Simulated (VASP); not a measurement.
Consider the following.

```
CELL_PARAMETERS angstrom
      4.09891     0.00000     0.00000
      0.00000     4.09891     0.00000
      0.00000     0.00000     5.78053
ATOMIC_POSITIONS crystal
  Mg 0.50000 0.00000 0.73702
  Mg 0.00000 0.50000 0.26298
  Se 0.50000 0.50000 0.00000
  S  0.00000 0.00000 0.50000
```

The numbers are results of PBEsol GGA with spin-orbit coupling, VASP's PBE PAW potentials (set 64) (plane waves; VASP), not measurements. Settings: 400 eV cut-off, 5×5×4 Γ-centred mesh, Gaussian smearing of 0.050 eV, potentials Mg Se S.

**Question.** Give the energies of bands 7 to 20 at the high-symmetry points, in eV from the valence-band maximum.

**Answer.** 
```tsv
band	Γ	X	M	Z	R	A
7	-1.44	-2.60	-3.14	-2.06	-3.34	-2.66
8	-1.44	-2.60	-3.14	-2.06	-3.34	-2.66
9	-1.36	-1.76	-1.43	-1.17	-0.93	-2.14
10	-1.36	-1.76	-1.43	-1.17	-0.93	-2.14
11	-0.32	-1.58	-1.37	-1.13	-0.63	-1.98
12	-0.32	-1.58	-1.37	-1.13	-0.63	-1.98
13	-0.08	-0.94	-1.22	-0.57	-0.50	-1.68
14	-0.08	-0.94	-1.22	-0.57	-0.50	-1.68
15	0.00	-0.21	-1.10	-0.36	-0.15	-1.52
16	0.00	-0.21	-1.10	-0.36	-0.15	-1.52
17	2.61	5.51	3.08	4.43	4.24	4.98
18	2.61	5.51	3.08	4.43	4.24	4.98
19	3.38	5.74	3.49	4.68	4.49	5.10
20	3.38	5.74	3.49	4.68	4.49	5.10
```

The gap is direct, 2.61 eV, from the valence maximum at Γ to the conduction minimum at Γ.

The structure comes from a computed database's Mg2SeS entry (P-4m2); how it stands against other phases isn't given here. It was relaxed first.
